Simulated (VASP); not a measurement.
The system is Al2O3.

```
Al O
1.0
     2.37700    1.37236    4.33000
    -2.37700    1.37236    4.33000
     0.00000   -2.74472    4.33000
Al O
4 6
Direct
  0.85228 0.85228 0.85228
  0.64772 0.64772 0.64772
  0.14772 0.14772 0.14772
  0.35228 0.35228 0.35228
  0.05640 0.44360 0.75000
  0.75000 0.05640 0.44360
  0.44360 0.75000 0.05640
  0.94360 0.55640 0.25000
  0.25000 0.94360 0.55640
  0.55640 0.25000 0.94360
```

Base run:

| Quantity | Value |
| --- | --- |
| Program | VASP 6.6.1 |
| Functional | TB-mBJ |
| Potentials or basis | VASP PAW PBE potentials, release 64 (Al, O) |
| Cutoff | 520 eV |
| k mesh | 4 × 4 × 4 |
| Occupations | fermi-dirac, width 0.05 eV |
| Spin | no spin polarisation |

Its results: band gap on the k mesh 7.99 eV, direct.

Problem. The run is repeated on the same cell with these changes: functional from TB-mBJ to r2SCAN. What comes out?

Solution. Band gap on the k mesh 7.18 eV, direct.

